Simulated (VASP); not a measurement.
# Band-edge properties of Pb2C (Fm-3m), part 3 of 3

Aim: the gap of Pb2C, the masses at its band edges and their response to strain. The cell is generated by rule, not measured, and may not be a known phase.

VASP 6.6.1, plane waves and PAW; the level of theory is named at each step.

Still holding for the runs below: The k-mesh is coarse for a metal.

So far. Step 3 (Bands on a dense mesh): At 142.0 GPa the cell is away from the equilibrium volume of this level: left free, it would expand. Step 5 (Orbitals for bands with HSE06): The run ends at a pressure of 149.78 GPa.

The structure was built from a prototype and need not be the compound's stable phase.

### 6. Bands with HSE06

This step: HSE06; plane waves and PAW (C, Pb_d); invented cell (VASP 6.6.1).

A quarter of screened exact exchange corrects much of the semilocal gap error; its cost forces a coarser mesh.

Input file INCAR:

```
SYSTEM = Pb2C
PREC = Accurate
ENCUT = 520
EDIFF = 1E-06
NELM = 100
ISMEAR = 0
SIGMA = 0.02
LREAL = .FALSE.
ALGO = Normal
LHFCALC = .TRUE.
AEXX = 0.25
GGA = PE
HFSCREEN = 0.2
LASPH = .TRUE.
NBANDS = 22
PRECFOCK = Fast
LORBIT = 11
LWAVE = .FALSE.
LCHARG = .FALSE.
KPAR = 4
ISIF = 2
```

Input file POSCAR:

```
Pb2C
1.0
    0.0000000000      2.6760200000      2.6760200000
    2.6760200000      0.0000000000      2.6760200000
    2.6760200000      2.6760200000      0.0000000000
C Pb
1 2
Direct
    0.0000000000      0.0000000000      0.0000000000
    0.2500000000      0.2500000000      0.2500000000
    0.7500000000      0.7500000000      0.7500000000
```

Input file KPOINTS:

```
Automatic mesh
0
Gamma
6 6 6
0 0 0
```

Input file KPOINTS_OPT:

```
Line mode
8
Line-mode
Reciprocal
  0.00000000   0.00000000   0.00000000 GAMMA
  0.50000000   0.00000000   0.50000000 X

  0.50000000   0.00000000   0.50000000 X
  0.50000000   0.25000000   0.75000000 W

  0.50000000   0.25000000   0.75000000 W
  0.37500000   0.37500000   0.75000000 K

  0.37500000   0.37500000   0.75000000 K
  0.00000000   0.00000000   0.00000000 GAMMA

  0.00000000   0.00000000   0.00000000 GAMMA
  0.50000000   0.50000000   0.50000000 L

  0.50000000   0.50000000   0.50000000 L
  0.62500000   0.25000000   0.62500000 U

  0.62500000   0.25000000   0.62500000 U
  0.50000000   0.25000000   0.75000000 W

  0.50000000   0.25000000   0.75000000 W
  0.50000000   0.50000000   0.50000000 L

  0.50000000   0.50000000   0.50000000 L
  0.37500000   0.37500000   0.75000000 K

  0.62500000   0.25000000   0.62500000 U
  0.50000000   0.00000000   0.50000000 X
```

Potentials, in the order of the species: C and Pb_d (PBE family, release 64).

The run starts from files that an earlier step left in the folder.

On the command line:

```sh
$ mpirun -np 4 vasp_std
```

The program printed:

```text
[banner, memory and clock lines left out]
running    4 mpi-ranks, on    1 nodes
 distrk:  each k-point on    1 cores,    4 groups
 distr:  one band on    1 cores,    1 groups

 POSCAR found type information on POSCAR C Pb
 POSCAR found :  2 types and       3 ions
 LDA part: xc-table for (Slater+PW92), standard interpolation
 found WAVECAR, reading the header
 POSCAR, INCAR and KPOINTS ok, starting setup
 FFT: planning ... GRIDC
 FFT: planning ... GRID_SOFT
 FFT: planning ... GRID
 reading WAVECAR
 the WAVECAR file was read successfully
 initial charge from wavefunction
 entering main loop
       N       E                     dE             d eps       ncg     rms          rms(c)
DAV:   1    -0.591042912631E+01   -0.59104E+01   -0.58891E-01   934   0.116E+01    0.624E-01
DAV:   2    -0.590901697843E+01    0.14121E-02   -0.27333E-02  1048   0.214E+00    0.342E-01
DAV:   3    -0.590961581093E+01   -0.59883E-03   -0.72922E-03  1086   0.950E-01    0.170E-01
DAV:   4    -0.590963405285E+01   -0.18242E-04   -0.41216E-04   938   0.194E-01    0.939E-02
DAV:   5    -0.590964008288E+01   -0.60300E-05   -0.95809E-05  1038   0.922E-02    0.537E-02
DAV:   6    -0.590966343263E+01   -0.23350E-04   -0.27116E-05   934   0.459E-02    0.330E-02
DAV:   7    -0.590967018498E+01   -0.67523E-05   -0.32956E-06   794   0.204E-02    0.193E-02
DAV:   8    -0.590967289223E+01   -0.27072E-05   -0.20582E-06   666   0.103E-02    0.115E-02
DAV:   9    -0.590967583361E+01   -0.29414E-05   -0.26433E-07   496   0.644E-03    0.699E-03
DAV:  10    -0.590967689149E+01   -0.10579E-05   -0.25554E-07   478   0.503E-03    0.422E-03
DAV:  11    -0.590967763459E+01   -0.74310E-06   -0.94281E-08   460   0.394E-03
   1 F= -.59096776E+01 E0= -.59090902E+01  d E =-.117480E-02
 Start KPOINTS_OPT (optional k-point list driver)
k-point batch [1-16\80]
       N       E                     dE             ncg
DAV:   1     0.631018438366E+04   -0.88102E+04      720
DAV:   2     0.528020524941E+03   -0.57822E+04      722
DAV:   3     0.403459376256E+02   -0.48767E+03      830
DAV:   4     0.190895854097E+02   -0.21256E+02      876
DAV:   5     0.184406690095E+02   -0.64892E+00     1036
DAV:   6     0.184199890474E+02   -0.20680E-01      980
DAV:   7     0.184191321075E+02   -0.85694E-03     1036
DAV:   8     0.184191085833E+02   -0.23524E-04      674
DAV:   9     0.184191082030E+02   -0.38023E-06      562
[...]
k-point batch [65-80\80]
       N       E                     dE             ncg
DAV:   1     0.624697788106E+04   -0.12736E+05      704
DAV:   2     0.479323985176E+03   -0.57677E+04      710
DAV:   3    -0.553421641219E+01   -0.48486E+03      856
DAV:   4    -0.275592680155E+02   -0.22025E+02      880
DAV:   5    -0.282220946530E+02   -0.66283E+00     1018
DAV:   6    -0.282437466938E+02   -0.21652E-01     1024
DAV:   7    -0.282443759526E+02   -0.62926E-03     1036
DAV:   8    -0.282443947305E+02   -0.18778E-04      678
DAV:   9    -0.282443951157E+02   -0.38513E-06      610
```

Elapsed: 40 min, on 4 MPI ranks of AMD EPYC 9R45, shared host; peak memory 1.2 GiB.

OUTCAR, selected parts (step 6):

```text
   k-points           NKPTS =     16   k-points in BZ     NKDIM =    216   number of bands    NBANDS=     22

   NELECT =      32.0000    total number of electrons

  exchange ACFDT corr.  =         0.00000000  see jH, gK, PRB 81, 115126

 E-fermi :  16.4047

 k-point     1 :       0.0000    0.0000    0.0000
  band No.  band energies     occupation
    ...
     14      12.8771      2.00000
     15      12.8771      2.00000
     16      14.7876      2.00000
     17      14.7876      2.00000
     18      14.7876      2.00000
     19      16.4940      0.00000
     20      23.1006      0.00000
     21      23.1006      0.00000
     22      23.1006      0.00000

  Total       35.0627710     35.0627710     35.0627710      0.0000000     -0.0000000      0.0000000
  in kB     1465.7461331   1465.7461331   1465.7461331      0.0000000     -0.0000000      0.0000000
  external PRESSURE =    1465.7461331 kB  Pullay stress =       0.0000000 kB

 POSITION                                       TOTAL-FORCE (eV/Angst)
 -----------------------------------------------------------------------------------
      0.00000      0.00000      0.00000        -0.000000      0.000000      0.000000
      1.33801      1.33801      1.33801         0.000000     -0.000000     -0.000000
      4.01403      4.01403      4.01403        -0.000000      0.000000      0.000000
 -----------------------------------------------------------------------------------
    total drift:                                0.000000     -0.000000      0.000000

  FREE ENERGIE OF THE ION-ELECTRON SYSTEM (eV)
  ---------------------------------------------------
  free  energy   TOTEN  =        -5.9096776346 eV

  energy  without entropy=       -5.9085028319  energy(sigma->0) =       -5.90909023

[... 7 parts as in an earlier step ...]

[... 9 further parts left out ...]
```

This step gave:

| Quantity | Value |
| --- | --- |
| SCF cycles | 11 |
| free energy (TOTEN) | -5.910 eV |
| energy at zero smearing | -5.909 eV |
| Fermi energy | 16.40 eV |
| pressure | 146.6 GPa |

The electronic bands at the labelled points (eV, zero at the Fermi level; # counts the bands kept, so #1 is VASP's band 12):

```csv
point,#2,#3,#4,#5,#6,#7,#8,#9
Γ,-3.53,-3.53,-3.53,-1.62,-1.62,-1.62,0.09,6.70
0.57 of the way,-7.41,-7.41,-6.03,-2.82,2.15,2.54,2.54,9.96
X,-8.98,-8.98,-6.87,-3.61,2.83,5.40,5.40,9.16
0.43 of the way,-10.63,-9.55,-4.60,-2.61,2.29,3.89,5.64,8.91
W,-12.62,-10.36,-0.43,-0.43,0.14,0.74,6.70,6.70
0.43 of the way,-12.37,-9.56,-2.62,-0.08,0.85,1.83,5.83,7.27
K,-12.51,-7.89,-4.81,-0.19,1.64,3.40,4.39,8.01
0.43 of the way,-10.31,-5.10,-3.80,-0.97,0.14,2.50,3.95,6.14
Γ,-3.53,-3.53,-3.53,-1.62,-1.62,-1.62,0.09,6.70
0.43 of the way,-6.02,-4.51,-4.51,-0.98,-0.04,-0.04,3.14,6.05
L,-6.68,-5.19,-5.19,0.75,0.75,1.93,2.59,8.25
0.57 of the way,-10.01,-6.66,-4.17,-0.27,1.81,2.79,4.24,7.26
U,-12.51,-7.89,-4.81,-0.19,1.64,3.40,4.39,8.01
0.43 of the way,-12.41,-9.04,-3.38,-0.13,1.18,2.30,5.42,7.49
W,-12.62,-10.36,-0.43,-0.43,0.14,0.74,6.70,6.70
0.43 of the way,-10.41,-7.91,-2.69,-1.01,1.69,2.71,4.65,6.45
L,-6.68,-5.19,-5.19,0.75,0.75,1.93,2.59,8.25
0.57 of the way,-10.01,-6.66,-4.17,-0.27,1.81,2.79,4.24,7.26
K,-12.51,-7.89,-4.81,-0.19,1.64,3.40,4.39,8.01
jump to U,-12.51,-7.89,-4.81,-0.19,1.64,3.40,4.39,8.01
0.43 of the way,-11.02,-8.59,-5.44,-2.44,2.40,4.54,4.95,9.39
X,-8.98,-8.98,-6.87,-3.61,2.83,5.40,5.40,9.16
```

Of the projections kept (C, Pb), the largest for each band there; the rest of the weight can lie on other orbitals:

```csv
point,#2,#3,#4,#5,#6,#7,#8,#9
Γ,C 0.64,C 0.64,C 0.64,Pb 1.00,Pb 1.00,Pb 1.00,Pb 1.00,Pb 1.00
X,Pb 0.72,Pb 0.72,Pb 1.00,Pb 0.70,C 0.75,C 0.53,C 0.53,-
W,Pb 0.91,Pb 0.78,Pb 0.66,Pb 0.66,Pb 0.73,C 0.56,Pb 0.65,Pb 0.65
K,Pb 0.84,Pb 0.68,Pb 0.86,Pb 0.65,C 0.60,Pb 0.60,Pb 0.56,Pb 1.00
Γ,C 0.64,C 0.64,C 0.64,Pb 1.00,Pb 1.00,Pb 1.00,Pb 1.00,Pb 1.00
L,Pb 0.63,Pb 0.52,Pb 0.52,Pb 1.00,Pb 1.00,Pb 0.83,C 0.58,Pb 0.78
```

The electronic bands as a text plot (rows in eV, shown from -8.0 to 4.5 only):

```
    4.2 |  *             ***** *           *  **           * *
    3.7 |  *   *   *       *                 *              * *
    3.2 |           *    **         **    *   **       * *   *
    2.6 |   *** ***     *   **        ** *           *  *  *   **
    2.1 |    ***   *                    *****   *   *******   *
    1.6 | *         ** ****     ** *    *  *   * *    *    *
    1.1 |   *         **      *        *  *  ** *  **  * *  **
    0.6 |            *    **          ****   **  **     *   **
    0.0 |* *          **** *****  *  **   *    ****    * *
   -0.5 |            *         *    *      **     **  *   **
   -1.0 | *           *     **  **   *             ***        *
   -1.5 |*           *        * *****
   -2.0 |           *          *** *             *  *
   -2.6 |   *      *   *
   -3.1 | ** ***                                               *
   -3.6 |**     *** *       **  ****            *    *          *
   -4.1 | **            *  *  **** **      **         *   **
   -4.6 |          *     **   * **   **   *  ***       * *  **
   -5.1 |  **               **      *  ****            ***    *
   -5.7 |                                  *                   *
   -6.2 |   ***            *         **     *         *   *
   -6.7 |**    ****            *****   ***           *  *  *    *
   -7.2 |    **           *               *  *         * *  *
   -7.7 |  *             *     *    *      *  **             *
         Γ       X    W  K        Γ      L     U  W     L   K|U X
```

Of the bands kept, 3 cross the Fermi level on this path.

### 7. Summary of results

| Item | Value |
| --- | --- |
| gap, PBEsol | none |
| gap with spin-orbit coupling | none |
| gap, HSE06 without spin-orbit coupling | none |

What this shows: At this level the bands overlap or touch. Masses were not obtained, since there is no gap at this level. The strain response was not obtained, since there is no gap at this level.

[Lines on the potential files, build, host, timing and source positions are cut from VASP's logs without a mark.]

[Logs are printed without paths, hosts, clocks, repeated set-up lines and the standing remarks that a program may print on its own settings, such as how far it seeks lower states.]

[Hosts, paths, dates, database ids (printed as entryN), source tags and the programs' standing remarks are cut or masked in the printed files.]

[In band tables of VASP the shares of atoms and orbitals are scaled to a sum of 1 inside the atoms' spheres.]

[Gaps and slopes under strain along one axis are those of the sampled path and mesh points; where strain splits equal valleys, another of them can be the edge.]
